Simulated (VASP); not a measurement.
Output of a VASP run:

OSZICAR:
```
       N       E                     dE             d eps       ncg     rms          rms(c)
DAV:   1     0.109880974997E+02    0.10988E+02   -0.37986E+03  1216   0.819E+02
DAV:   2     0.681951303518E+00   -0.10306E+02   -0.10185E+02  1648   0.103E+02
DAV:   3     0.506248005439E+00   -0.17570E+00   -0.16417E+00  1568   0.977E+00
DAV:   4     0.504600720944E+00   -0.16473E-02   -0.16473E-02  1824   0.122E+00
DAV:   5     0.504596079178E+00   -0.46418E-05   -0.46416E-05  1600   0.585E-02    0.710E+00
DAV:   6     0.488824934595E+00   -0.15771E-01   -0.16891E-03  1808   0.398E-01    0.424E+00
DAV:   7     0.479257717891E+00   -0.95672E-02   -0.46973E-03  1808   0.622E-01    0.593E-02
DAV:   8     0.479156784947E+00   -0.10093E-03   -0.16549E-04  1856   0.955E-02    0.157E-02
DAV:   9     0.479141773466E+00   -0.15011E-04   -0.15171E-05  1520   0.265E-02    0.639E-03
DAV:  10     0.479141081690E+00   -0.69178E-06   -0.28571E-06  1912   0.124E-02    0.105E-03
DAV:  11     0.479141026176E+00   -0.55514E-07   -0.41871E-08  1112   0.184E-03
   1 F= 0.47914103E+00 E0= 0.47923326E+00  d E =-.276694E-03
```

### OUTCAR
```
------------------------ aborting loop because EDIFF is reached ----------------------------------------
  FORCE on cell =-STRESS in cart. coord.  units (eV):
  Direction    XX          YY          ZZ          XY          YZ          ZX
  --------------------------------------------------------------------------------------
  Total       -0.1711609     -0.1711609     -0.1711609     -0.0000000      0.0000000      0.0000000
  in kB       -6.5440630     -6.5440630     -6.5440630     -0.0000000      0.0000000      0.0000000
  external PRESSURE =      -6.5440630 kB  Pullay stress =       0.0000000 kB
  volume of cell :       41.91
      direct lattice vectors                 reciprocal lattice vectors
    -2.188110333  2.188110333  2.188110333     0.000000000  0.228507673  0.228507673
     2.188110333 -2.188110333  2.188110333     0.228507673  0.000000000  0.228507673
     2.188110333  2.188110333 -2.188110333     0.228507673  0.228507673  0.000000000
 POSITION                                       TOTAL-FORCE (eV/Angst)
 -----------------------------------------------------------------------------------
      0.00000      0.00000      0.00000         0.000000      0.000000      0.000000
 -----------------------------------------------------------------------------------
    total drift:                                0.000000      0.000000      0.000000
  FREE ENERGIE OF THE ION-ELECTRON SYSTEM (eV)
  ---------------------------------------------------
  free  energy   TOTEN  =         0.4791410262 eV

  energy  without entropy=        0.4794177204  energy(sigma->0) =        0.47923326
```
(Selected blocks of OUTCAR.)

### POSCAR
```
Eu
1
   -2.1881103333     2.1881103333     2.1881103333
    2.1881103333    -2.1881103333     2.1881103333
    2.1881103333     2.1881103333    -2.1881103333
Eu
1
Direct
  0.0000000000   0.0000000000   0.0000000000
```

Write an INCAR and KPOINTS that could have produced this output.

One answer among several that fit: the input of the run itself, vdW-DF-cx, plane waves, VASP's PBE PAW potentials (set 64).

File KPOINTS:
```
Automatic mesh
0
G
12 12 12
0 0 0
```

INCAR:
```
LMAXMIX = 6
ALGO = Normal   # blocked Davidson
SYSTEM = Eu
EDIFF = 1E-7   # SCF stop (eV)
ENCUT = 520
SIGMA = 0.1   # width (eV)
PREC = Accurate
LCHARG = .False.
AGGAC = 0.0
LWAVE = .False.
GGA = CX
ISIF = 2   # forces and stress, cell fixed
ISMEAR = 1   # Methfessel-Paxton
NELM = 100   # most electronic steps
LREAL = .False.
LASPH = .True.   # aspherical one-centre terms
LUSE_VDW = .True.
```

POTCAR, in this order: Eu_2 (PBE.64 set). Program: vasp_std.

The 4f electrons are frozen in the core of the lanthanide potential, so 4f levels, which can set the real gap, and their magnetism are missing.

The compound is Eu in the bcc structure. This cell is one point of a volume scan, at 1.06 of the reference volume.
